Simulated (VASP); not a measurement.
VASP input:

**POSCAR**
```
Na2S
1
    0.0000000000     3.1896815190     3.1896815190
    3.1896815190     0.0000000000     3.1896815190
    3.1896815190     3.1896815190     0.0000000000
Na S
2 1
Direct
  0.2500000000   0.2500000000   0.2500000000
  0.7500000000   0.7500000000   0.7500000000
  0.0000000000   0.0000000000   0.0000000000
```

**KPOINTS**
```
Automatic mesh
0
Gamma
6 6 6
```

**INCAR**
```
# general
SYSTEM = Na2S
PREC   = Accurate
ENCUT  = 520   # plane-wave cut-off (eV)
LREAL  = F
LASPH  = T

# electronic loop
EDIFF  = 1E-7   # SCF stop (eV)
NELM   = 100   # most electronic steps
ALGO   = Normal

# smearing
ISMEAR = 0   # Gaussian
SIGMA  = 0.05   # width (eV)

# ions
ISIF   = 2   # forces and stress, cell fixed

# output
LWAVE  = F
LCHARG = F
```

POTCAR, in this order: Na_pv S (LDA.64 set). Program: vasp_std.

### Question
Write an equivalent input for Quantum ESPRESSO's pw.x.

### Answer
One equivalent input (not run):
```
&CONTROL
  calculation = 'scf'
  pseudo_dir = './pseudo'
  outdir = './out'
  tprnfor = .true.
  tstress = .true.
/
&SYSTEM
  ibrav = 0
  nat = 3
  ntyp = 2
  ecutwfc = 88
  occupations = 'smearing'
  smearing = 'gaussian'
  degauss = 0.003675
  input_dft = 'pz'
/
&ELECTRONS
  conv_thr = 7.3e-09
  electron_maxstep = 100
/
ATOMIC_SPECIES
  Na 22.990 Na.upf
  S 32.060 S.upf
CELL_PARAMETERS angstrom
     0.0000000    3.1896815    3.1896815
     3.1896815    0.0000000    3.1896815
     3.1896815    3.1896815    0.0000000
ATOMIC_POSITIONS crystal
  Na   0.2500000  0.2500000  0.2500000
  Na   0.7500000  0.7500000  0.7500000
  S    0.0000000  0.0000000  0.0000000
K_POINTS automatic
  6 6 6 0 0 0
```
The two are equivalent in intent, not identical: the potentials are each code's own (VASP's PAW set, PseudoDojo norm-conserving files in pw.x), so ENCUT and ecutwfc are chosen apart and not converted; conv_thr bounds pw.x's estimated SCF error, while EDIFF bounds the energy change between steps.

The compound is Na2S in the antifluorite structure. It was relaxed first, which changed the volume by -7 %.
